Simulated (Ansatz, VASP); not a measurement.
## AlSi5 in VASP and in Ansatz

INCAR

```
SYSTEM = AlSi5
  ALGO = Normal
  EDIFF = 1E-7
  EDIFFG = -0.01
  ENCUT = 600
  GGA = PE
  IBRION = 2
  ISIF = 3
  ISMEAR = 0
  LASPH = .True.
  LCHARG = .False.
  LREAL = .False.
  LWAVE = .False.
  NELM = 100
  NSW = 100
  PREC = Accurate
  SIGMA = 0.1
```

Contents of KPOINTS:

```
k-points
0
Gamma
  12 12 10
  0 0 0
```

POSCAR

```
AlSi5
1.0
    5.3089920300      0.0000000000      0.0000000000
   -2.6544960200      4.5977219700      0.0000000000
    0.0000000000      0.0000000000      4.0629504800
Al Si
1 5
Direct
    0.0000000000      0.0000000000      0.0000000000
    0.5000000000      0.5000000000      0.5000000000
    0.6666666700      0.3333333300      0.0000000000
    0.0000000000      0.5000000000      0.5000000000
    0.3333333300      0.6666666700      0.0000000000
    0.5000000000      0.0000000000      0.5000000000
```

Input for Ansatz:

```yaml
crystal:
  lattice:
    - [5.30899203, 0.0, 0.0]
    - [-2.65449602, 4.59772197, 0.0]
    - [0.0, 0.0, 4.06295048]
  atoms:
    - { symbol: Al, position: [0.0, 0.0, 0.0] }
    - { symbol: Si, position: [0.5, 0.5, 0.5] }
    - { symbol: Si, position: [0.66666667, 0.33333333, 0.0] }
    - { symbol: Si, position: [0.0, 0.5, 0.5] }
    - { symbol: Si, position: [0.33333333, 0.66666667, 0.0] }
    - { symbol: Si, position: [0.5, 0.0, 0.5] }
basis:
  ecutwfc: 420
kpoints:
  mp_grid: { grid: [12, 12, 10] }
hamiltonian:
  xc: pbe
scf:
  occupations: { method: gaussian, width: 0.1 }
output:
  forces: true
  stress: true
  eigenvalues: true
  write_density: true
  write_potential: true
  elf: true
  volumetric_format: npy
relax:
  adjacent_minimum: "off"
  f_tol: 0.01
  max_steps: 80
  cell: { stress_tol: 0.05 }
```

Change from the starting cell: species swapped into the DyFe5 type (P6/mmm, No. 191).

Alike in both runs: task relaxation of cell and atoms; functional PBE; k mesh 12 × 12 × 10; occupations gaussian, width 0.1 eV; no spin polarisation.

|  | VASP | Ansatz |
| --- | --- | --- |
| version | VASP 6.6.1 | Ansatz 0.2.0 |
| potentials or method | VASP PAW PBE potentials, release 64 (Al, Si) | scalar-relativistic, plane waves, PAW |
| plane-wave cutoff (eV) | 600 | 420 |
| valence electrons in the cell | 23 | 23 |

Ansatz gave:

| Property | Result |
| --- | --- |
| gap on the k mesh at the Fermi level, each at its own relaxed structure (eV) | none |
| relaxed volume (Å³/atom) | 16.15 |
| relaxed cell length with the largest relative difference (Å) | 4.489 |
| energy change over the relaxation (meV/atom) | -30 |

Task: Estimate VASP's values.

Result: gap on the k mesh at the Fermi level, each at its own relaxed structure (eV): none; relaxed volume (Å³/atom): 16.16; relaxed cell length with the largest relative difference (Å): 4.490; energy change over the relaxation (meV/atom): -30.

A gap of «none» marks a metal or a gap that the smearing closes.
